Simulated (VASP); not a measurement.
```
PmSe
1.0
    0.00000     2.96054     2.96054
    2.96054     0.00000     2.96054
    2.96054     2.96054     0.00000
Pm Se
1 1
Direct
  0.00000   0.00000   0.00000
  0.50000   0.50000   0.50000
```

The base run (VASP): PBE GGA, plane waves, VASP's PBE PAW potentials (set 64). Run with 400 eV cut-off, 10×10×10 Γ-centred mesh, first-order Methfessel-Paxton smearing of 0.10 eV, potentials Pm_3 Se.

The 4f electrons are frozen in the core of the lanthanide potential, so 4f levels, which can set the real gap, and their magnetism are missing.

One setting is varied; ΔE counts from the most expensive setting. The base run took about 20 core-seconds. Times come from single runs on busy shared machines, so they are rough: good to a factor of about 2.

Pressures at a finite cut-off, here 400 eV, hold a Pulay part, which wasn't tested here.

```csv
setting,cost over the base run,electronic steps,ΔE (meV/atom),pressure (GPa)
"KGAMMA = .TRUE., KSPACING = 0.3, KPOINTS file removed",within a factor of 2,10,3.9,0.45
"KGAMMA = .FALSE., KSPACING = 0.35, KPOINTS file removed",within a factor of 2,10,-2.8,0.38
base run,reference,10,1.3,0.41
"KGAMMA = .FALSE., KSPACING = 0.25, KPOINTS file removed",within a factor of 2,10,-3.4,0.39
"KGAMMA = .FALSE., KSPACING = 0.2, KPOINTS file removed",about 2 times,10,-0.9,0.41
"KGAMMA = .FALSE., KSPACING = 0.16, KPOINTS file removed",about 4 times,10,0.0,0.42
```

Left out are runs that failed, have no time on record or changed the cell.

The structure comes from a computed database's PmSe entry (Fm-3m); how it stands against other phases isn't given here. The cell was not relaxed at this level.
